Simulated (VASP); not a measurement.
An input for Quantum ESPRESSO's pw.x (written as the equivalent of a VASP run, and not itself run):

```
&CONTROL
  calculation = 'scf'
  pseudo_dir = './pseudo'
  outdir = './out'
  tprnfor = .true.
  tstress = .true.
/
&SYSTEM
  ibrav = 0
  nat = 2
  ntyp = 1
  ecutwfc = 78
  occupations = 'smearing'
  smearing = 'fermi-dirac'
  degauss = 0.00147
  input_dft = 'pbe'
/
&ELECTRONS
  conv_thr = 7.3e-08
  electron_maxstep = 100
/
ATOMIC_SPECIES
  Ge 72.630 Ge.upf
CELL_PARAMETERS angstrom
     0.0000000    2.8290000    2.8290000
     2.8290000    0.0000000    2.8290000
     2.8290000    2.8290000    0.0000000
ATOMIC_POSITIONS crystal
  Ge   0.0000000  0.0000000  0.0000000
  Ge   0.2500000  0.2500000  0.2500000
K_POINTS automatic
  6 6 6 0 0 0
```

Translate this input to VASP (INCAR, KPOINTS, POSCAR, choice of POTCAR).

This is not unique; one that fits is 
### KPOINTS
```
Automatic
0
Gamma
  6 6 6
```

### POSCAR
```
Ge
1
    0.0000000000     2.8290000000     2.8290000000
    2.8290000000     0.0000000000     2.8290000000
    2.8290000000     2.8290000000     0.0000000000
Ge
2
Direct
  0.0000000000   0.0000000000   0.0000000000
  0.2500000000   0.2500000000   0.2500000000
```

### INCAR
```
! general
SYSTEM =Ge
PREC   =Accurate
ENCUT  =300
LREAL  =.FALSE.
LASPH  =.TRUE.

! electronic loop
EDIFF  =1E-6
NELM   =100
ALGO   =Normal
LMAXMIX=4

! smearing
ISMEAR =-1
SIGMA  =0.02

! functional
GGA    =PE

! ions
ISIF   =2

! output
LWAVE  =.FALSE.
LCHARG =.FALSE.
```

POTCAR, in this order: Ge_d (PBE.64 set). Program: vasp_std.

Limits of the translation: the potentials are each code's own (VASP's PAW set, PseudoDojo norm-conserving files in pw.x), so ENCUT and ecutwfc are chosen apart and not converted; conv_thr bounds pw.x's estimated SCF error, while EDIFF bounds the energy change between steps.

The structure is a typed Ge crystal (Fd-3m). The cell was not relaxed at this level. The run is one of a series of settings (KPOINTS 6×6×6 Γ-centred mesh against the base run), some of them coarse on purpose.
